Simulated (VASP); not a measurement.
**Fe3Ge2 (space group P-6m2): computed properties**

The numbers are results of LDA (Ceperley-Alder, Perdew-Zunger), VASP's LDA PAW potentials (set 64) (plane waves; VASP), not measurements.

```json
{
  "space_group": "P-6m2 (187)",
  "cell": "a = b = 3.8875 Å, c = 4.7611 Å, α = β = 90.00°, γ = 120.00°",
  "volume_per_atom": "12.46 Å³/atom",
  "band gap (over mesh and band path)": "none (metal, semimetal or under 0.01 eV)",
  "cell_moment": "4.36 μB",
  "band_gap_with_spin_orbit_coupling": "none (metallic)",
  "density": "8.34 g/cm³"
}
```

```cif
data_Fe3Ge2
_chemical_formula_sum 'Fe3 Ge2'
_space_group_name_H-M_alt 'P 1'
_space_group_IT_number 1
_cell_length_a 3.88751
_cell_length_b 3.88751
_cell_length_c 4.76113
_cell_angle_alpha 90.000
_cell_angle_beta 90.000
_cell_angle_gamma 120.000
loop_
_space_group_symop_operation_xyz
  'x, y, z'
loop_
_atom_site_label
_atom_site_type_symbol
_atom_site_fract_x
_atom_site_fract_y
_atom_site_fract_z
_atom_site_occupancy
Fe1 Fe 0.00000 0.00000 0.74604 1
Fe2 Fe 0.00000 0.00000 0.25396 1
Fe3 Fe 0.66667 0.33333 0.00000 1
Ge1 Ge 0.66667 0.33333 0.50000 1
Ge2 Ge 0.33333 0.66667 0.00000 1
```

The run has a spin-polarised start.

The structure comes from a computed database's Fe3Ge2 entry (P-6m2); how it stands against other phases isn't given here. It was relaxed first, which changed the volume by -9 %. Symmetry was kept, so distortions that lower it aren't found.
